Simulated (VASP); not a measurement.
Data:

```xyz
2
Lattice="0.0000 2.4725 2.4725 2.4725 0.0000 2.4725 2.4725 2.4725 0.0000" Properties=species:S:1:pos:R:3 pbc="T T T"
Ag     0.0000     0.0000     0.0000
O      1.2362     1.2362     1.2362
```

Computed with PBEsol GGA, VASP's PBE PAW potentials (set 64) (plane waves; VASP 6.6.1). Numerical set-up: 520 eV cut-off, 12×12×12 Γ-centred mesh, first-order Methfessel-Paxton smearing of 0.10 eV, potentials Ag O.

Estimate the energy per atom (σ→0), band gap (on the k-mesh) with the smallest direct gap where there is one.

```
Item                                                         Value
------------------------  ----------------------------------------
band gap (on the k-mesh)  none (metal, semimetal or under 0.01 eV)
energy per atom (σ→0)                               -4.039 eV/atom
```

Only differences to runs with the same potentials and settings are physical.

The structure comes from a measured AgO entry (F-43m) of the Crystallography Open Database, whose conditions weren't checked. It was relaxed first, which changed the volume by +8 %. The start is the result of an earlier pass. The electron count is odd and the run is not spin-polarised, which forces a metal.
